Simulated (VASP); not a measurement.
Here is a VASP 6.6.1 calculation.

INCAR

```
SYSTEM = H5C2SN
ALGO     = Normal         ! electronic algorithm
EDIFF    = 1E-7           ! SCF threshold, eV
ENCUT    = 520            ! plane-wave cutoff, eV
GGA      = PE             ! functional
ISIF     = 2              ! what is computed and relaxed
ISMEAR   = -1             ! smearing method
IVDW     = 12             ! dispersion correction
LASPH    = .True.         ! aspherical terms in the spheres
LCHARG   = .False.        ! write CHGCAR
LREAL    = Auto         
LWAVE    = .False.        ! write WAVECAR
NBANDS   = 72             ! bands
NELM     = 100            ! most SCF steps
PREC     = Accurate       ! precision mode
SIGMA    = 0.05           ! smearing width, eV
```

KPOINTS

```
k-points
0
Gamma
  1 1 1
  0 0 0
```

POSCAR

```
H5C2SN
1.0
    7.4121710000      0.2237370000      0.3538260000
    0.2237370000      7.3183430000     -0.1592920000
    0.3538260000     -0.1592920000      7.0290560000
C N H S
8 4 20 4
Direct
    0.5897097490      0.7011749492      0.3897161893
    0.5122190718      0.5322111958      0.3591293853
    0.1960819166      0.2530312564      0.0372919172
    0.0498565385      0.3604084179      0.1283628467
    0.7859111531      0.0674854057      0.4527455871
    0.8876417710      0.1553808249      0.5852678062
    0.2741665550      0.5953828245      0.7436464392
    0.1083068412      0.6581194316      0.6615271502
    0.4486275304      0.3909636146      0.3564548769
   -0.0633306512      0.4723155084      0.1858064743
    0.9676067906      0.2177961634      0.7068557636
   -0.0079022951      0.7150887991      0.5756539658
    0.7306092666      0.6767345952      0.4315358780
    0.5898956921      0.7750066152      0.2583038065
    0.4904315587      0.7670097776      0.5020234701
    0.1754874112      0.1181051764      0.1060770039
    0.1914605356      0.2289119139     -0.1117902431
    0.3200264695      0.3151826738      0.0810880427
    0.7810463906      0.1557936483      0.3289577095
    0.8734253957     -0.0513510836      0.3968355878
    0.6516796719      0.0493869721      0.5055850655
    0.3257547434      0.4938174388      0.6341108493
    0.3595921169      0.7120771213      0.7538274198
    0.2440922216      0.5303743086      0.8749564963
    0.7122476623      0.4628650043      0.7637610158
    0.7712769751      0.5711202944      1.0001594876
    0.2639068706      0.0953666183      0.4737925017
    0.2450820661     -0.0180408035      0.7018879686
    0.2815904249      0.8634794917      0.3015926124
    0.0915977246      0.7012106134      0.2805764507
    0.7095601893      0.1838979304      0.0683210698
    0.7211244653     -0.0405432844     -0.0763844826
    0.6534199816      0.6090194153      0.8757954044
    0.3589494537      0.0929515922      0.6124721151
    0.1769764680      0.8160694061      0.1586520938
    0.5987710031      0.0456143963      0.0488977836
```

Potentials or basis: VASP PAW PBE potentials, release 64 (C, N, H, S).

The run is started by

```bash
$ cat potpaw_PBE.64/C/POTCAR potpaw_PBE.64/N/POTCAR potpaw_PBE.64/H/POTCAR potpaw_PBE.64/S/POTCAR > POTCAR
$ mpirun -np 1 vasp_gam > vasp.out
```

Problem. Predict the pressure.

Solution. 4.9 GPa.

Problem. Predict the dispersion energy per atom.

Solution. -0.081 eV.

Problem. Predict the largest force.

Solution. 3.311 eV/Å.

Forces on the atoms (eV/Å):
```
C    0.300 -0.142  0.183
C    0.261 -1.111 -0.224
C    0.967 -1.323  2.246
C   -1.277  1.936 -0.371
C    2.422  1.329 -1.824
C    0.707  0.777  1.988
C   -1.701  0.874 -1.061
C    0.235  0.343  0.091
N   -0.127 -0.366 -0.365
N   -0.222 -0.481  0.415
N   -0.983 -0.345 -1.130
N    0.253 -0.301  0.390
H   -0.750  0.272 -0.032
H    0.123  0.381  0.093
H    0.714  0.603 -0.062
H    0.759  0.420 -0.475
H   -0.180  0.226 -1.027
H   -0.257 -0.575 -0.301
H   -0.033 -0.116  0.444
H   -0.457 -0.581  0.000
H   -1.509 -0.716  0.691
H    0.843 -0.573 -0.161
H   -0.110 -0.465  0.232
H    0.018 -0.041  0.719
H    0.195 -0.359 -0.293
H    0.600 -0.198  0.542
H   -1.523  0.278 -2.143
H   -0.067 -0.122  0.174
H   -0.324  0.000 -0.632
H   -0.070  0.153 -0.366
H   -0.318 -0.023 -0.027
H    0.526 -0.559 -0.595
S   -0.573  0.313 -0.190
S    1.455 -0.115  1.929
S    0.351 -0.086  0.975
S   -0.250  0.692  0.168
```

Caveat: the standard files for N, O and F lose accuracy on very short bonds.
